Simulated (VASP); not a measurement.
Calculation: PBEsol GGA, VASP's PBE PAW potentials (set 64) (plane waves; VASP 6.6.1).

The input files of a VASP run:

KPOINTS:
```
K-points
0
gamma
  13 13 3
```

### POSCAR
```
C6Si2
1
    0.0000000000     1.7863674348     1.7863674348
    1.7863674348     0.0000000000     1.7863674348
    8.8027755018     8.8027755018    -1.6573057624
Si C
2 6
Direct
  0.1122905833   0.1122905833   0.9157820625
  0.1377094167   0.1377094167   0.1467179375
  0.8999323513   0.8999323513   0.3250507365
  0.1748915906   0.1748915906   0.3688313071
  0.9885732982   0.9885732982   0.5085700263
  0.2614267018   0.2614267018   0.5539299737
  0.0751084094   0.0751084094   0.6936686929
  0.3500676487   0.3500676487   0.7374492635
```

### INCAR
```
SYSTEM = C6Si2
PREC = Accurate; ENCUT = 520; LREAL = .FALSE.
LASPH = .TRUE.
EDIFF = 1E-6; NELM = 100; ALGO = Normal
ISMEAR = 1; SIGMA = 0.1
GGA = PS
IBRION = 2; NSW = 60; ISIF = 3
EDIFFG = -0.02
LWAVE = .FALSE.; LCHARG = .FALSE.
```

POTCAR, in this order: Si C (PBE.64 set). Program: vasp_std.

Problem. What does the run give for the energy per atom (σ→0), volume per atom, band gap (on the k-mesh)?

Solution. 
```
Quantity                                                     Value
------------------------  ----------------------------------------
energy per atom (σ→0)                               -8.462 eV/atom
band gap (on the k-mesh)  none (metal, semimetal or under 0.01 eV)
volume per atom                                       7.76 Å³/atom
```

### OSZICAR
```
...
DAV:   5    -0.676937671089E+02    0.34845E-06   -0.22845E-06  5777   0.115E-02
  15 F= -.67693767E+02 E0= -.67693637E+02  d E =-.811671E-03
       N       E                     dE             d eps       ncg     rms          rms(c)
DAV:   1    -0.676938216010E+02   -0.54144E-04   -0.98922E-03  5910   0.783E-01    0.173E-02
DAV:   2    -0.676938348966E+02   -0.13296E-04   -0.16887E-04  7618   0.912E-02    0.116E-02
DAV:   3    -0.676938337678E+02    0.11288E-05   -0.36322E-06  6668   0.155E-02    0.711E-03
DAV:   4    -0.676938331964E+02    0.57143E-06   -0.29344E-06  5728   0.125E-02
  16 F= -.67693833E+02 E0= -.67693703E+02  d E =-.660875E-04
```

The structure was generated: C6Si2 was put into an ordered model structure (R-3m), which need not be its known phase. This run relaxes it. Symmetry was kept, so distortions that lower it aren't found. The start is the result of an earlier pass.
